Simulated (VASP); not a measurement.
Runs of VASP 6.6.1 on Sc3Te. The structure is cubic, space group Fm-3m (No. 225). Conventional cell: a = 7.139 Å, b = 7.139 Å, c = 7.139 Å, α = 90.00°, β = 90.00°, γ = 90.00°. Around Sc (site symmetry -43m) lie 4 Sc at 3.09 Å and 4 Te at 3.09 Å. Sc (site symmetry m-3m) has 8 Sc at 3.09 Å as nearest neighbours. Te (site symmetry m-3m) is surrounded by 8 Sc at 3.09 Å. The cell was built by a generator and needn't be a form met in nature.

```csv
level,U,gap on the mesh (eV),pressure (GPa)
PBE,-,none,(b)
PBE+U,Sc d U = 8 eV,none,16.7
PBE+U,Sc d U = 3 eV,none,(a)
PBE+U,Sc d U = 6 eV,none,12.3
PBE+U,Sc d U = 2 eV,none,4.0
PBE+U,Sc d U = 5 eV,none,10.1
PBE+U,Sc d U = 4 eV,none,8.0
```

Alike in all rows: task single point; potentials or basis VASP PAW PBE potentials, release 64 (Sc_sv, Te); no spin polarisation; cell as given; k mesh 5 × 5 × 5; cutoff (eV) 520; smearing fermi-dirac 0.05 eV.

Fill in the values left out.

(a) 6.1; (b) -0.1.

Caveats: U without spin polarisation on a metal has little footing (some runs); the U is typed as a test and isn't derived for this compound (some runs).

A k mesh can miss the band edges, and the runs leave out spin-orbit coupling on Te.

A gap of «none» marks a metal or a gap under the smearing width.
